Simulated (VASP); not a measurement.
Data:

```xyz
2
Lattice="0.0000 2.3116 2.3116 2.3116 0.0000 2.3116 2.3116 2.3116 0.0000" Properties=species:S:1:pos:R:3 pbc="T T T"
Hf     0.0000     0.0000     0.0000
N      2.3116     2.3116     2.3116
```

These are PBE GGA, VASP's PBE PAW potentials (set 64) (plane waves; VASP) values and carry that method's errors. Numerical set-up: 520 eV cut-off, 14×14×14 Γ-centred mesh, first-order Methfessel-Paxton smearing of 0.10 eV, potentials Hf_pv N.

Q: Give the stress tensor in GPa (positive for a compressed cell).

A: 
```
-13.85    0.00    0.00
  0.00  -13.85    0.00
  0.00    0.00  -13.85
```
The pressure is its mean diagonal, -13.85 GPa.

The compound is HfN in the rock salt structure. This cell is one point of a volume scan, at 1.06 of the reference volume. The electron count is odd and the run is not spin-polarised, which forces a metal.
